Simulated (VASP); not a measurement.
Crystal: HfIn4SiO6.

```xyz
12
Lattice="3.2302 -5.5777 -0.0247 3.2302 5.5777 -0.0247 -1.4907 0.0000 6.3203" Properties=species:S:1:pos:R:3 pbc="T T T"
Hf    0.6440    0.0000    0.0526
In    4.1040   -1.7301    0.0202
In    4.1040    1.7301    0.0202
In    1.7482   -1.8121    3.0400
In    1.7482    1.8121    3.0400
Si    4.8557    0.0000    2.7718
O     4.0293   -1.3765    2.3731
O     4.0293    1.3765    2.3731
O    -0.2525    0.0000    1.8631
O     5.2892    0.0000    4.3477
O     1.7422   -1.5806    0.4557
O     1.7422    1.5806    0.4557
```

The cell was built by a generator and needn't be a form met in nature.

```yaml
Program: VASP 6.6.1
Task: single point
Functional: PBE
Potentials_or_basis: VASP PAW PBE potentials, release 64 (Hf_pv, In_d, Si, O)
Cutoff: 520 eV
k_mesh: 5 × 5 × 4
Occupations: fermi-dirac, width 0.05 eV
Spin: no spin polarisation
```

On this cell: pressure -0.3 GPa; largest force 0.192 eV/Å; band gap on the k mesh 0.63 eV, indirect (least direct gap 0.89 eV).

The same run follows on a disturbed copy (atoms moved at random, drawn with an rms of 0.05 Å):

```
CELL_PARAMETERS angstrom
3.23023 -5.57768 -0.02470
3.23023 5.57768 -0.02470
-1.49068 0.00000 6.32030
ATOMIC_POSITIONS crystal
Hf 0.10987 0.10064 0.01837
In 0.78076 0.48675 0.00728
In 0.47820 0.78947 0.00336
In 0.54449 0.22101 0.48676
In 0.21463 0.54155 0.48116
Si 0.84778 0.84877 0.44769
O 0.82922 0.58469 0.37181
O 0.58130 0.83688 0.38171
O 0.03014 0.03360 0.28735
O 0.98414 0.97690 0.69159
O 0.42240 0.14295 0.08171
O 0.14318 0.42885 0.07573
```

Task: What changes?

Result: The energy moves by +25.5 meV/atom; pressure 0.2 GPa; largest force 3.135 eV/Å; band gap on the k mesh 0.57 eV, indirect (least direct gap 0.82 eV).

Forces on the atoms (eV/Å):
```
Hf  -0.201  2.064 -2.351
In   0.070 -0.377 -0.084
In  -0.171 -0.031  0.050
In  -0.086 -0.090  0.056
In  -0.040  0.000 -0.118
Si   1.021  0.546 -1.060
O    0.045  0.249  0.182
O    0.431 -0.711  0.173
O   -2.083 -0.021  2.068
O    0.007 -0.035  0.878
O    1.092 -1.315  0.238
O   -0.085 -0.278 -0.031
```

Stress tensor (GPa, compression positive):
```
-0.09 -0.98  0.14
-0.98  0.18 -0.17
 0.14 -0.17  0.52
```

Caveats: spin-orbit coupling is left out, which moves the levels of the heavy elements; an odd mesh through Γ misses points on the zone boundary, where band edges often lie.
